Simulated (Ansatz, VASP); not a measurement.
## One calculation of CsCd, two programs

```
Cs Cd
1.0
     4.73186    0.00000    0.00000
     0.00000    4.73186    0.00000
     0.00000    0.00000    4.73186
Cs Cd
1 1
Direct
  0.00000 0.00000 0.00000
  0.50000 0.50000 0.50000
```

The cell comes from a database or a generator and needn't be the stable form of this composition.

Alike in both runs: task single point; functional PBE; k mesh 8 × 8 × 8; occupations fermi-dirac, width 0.05 eV; no spin polarisation.

|  | VASP | Ansatz |
| --- | --- | --- |
| version | VASP 6.6.1 | Ansatz 0.2.0 |
| potentials or method | VASP PAW PBE potentials, release 64 (Cs_sv, Cd), cutoff 520 eV | all-electron LAPW, scalar-relativistic |

|  | VASP | Ansatz | Ansatz less VASP |
| --- | --- | --- | --- |
| pressure (GPa) | 0.0 | 0.0 | 0.00 |

Ansatz ran all-electron here, so the differences hold the error of VASP's frozen core and of both bases.

The runs have no spin-orbit coupling, so splittings on Cs are missing.
